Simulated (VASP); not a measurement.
```
CELL_PARAMETERS angstrom
      1.14361    -1.98079     0.00000
      1.14361     1.98079     0.00000
      0.00000     0.00000     3.58556
ATOMIC_POSITIONS crystal
  Be 0.33333 0.66667 0.25000
  Be 0.66667 0.33333 0.75000
```

The numbers are results of RPBE GGA, VASP's PBE PAW potentials (set 64) (plane waves; VASP 6.6.1), not measurements. Numerical set-up: 520 eV cut-off, Gaussian smearing of 0.050 eV, potentials Be.

Give the energies of bands 1 to 4 at the high-symmetry points, in eV from the Fermi level.

```csv
band,Γ,M,K,A,L,H
1,-11.23,-4.90,-2.41,-9.06,-3.52,-1.08
2,-4.27,-3.12,-1.01,-9.06,-3.52,-1.08
3,1.08,3.64,-1.01,10.68,1.47,0.40
4,15.76,6.43,6.65,10.68,1.47,0.40
```

It has no gap at this level: it comes out as a metal or semimetal.

The compound is Be in the hcp structure. It was relaxed first.
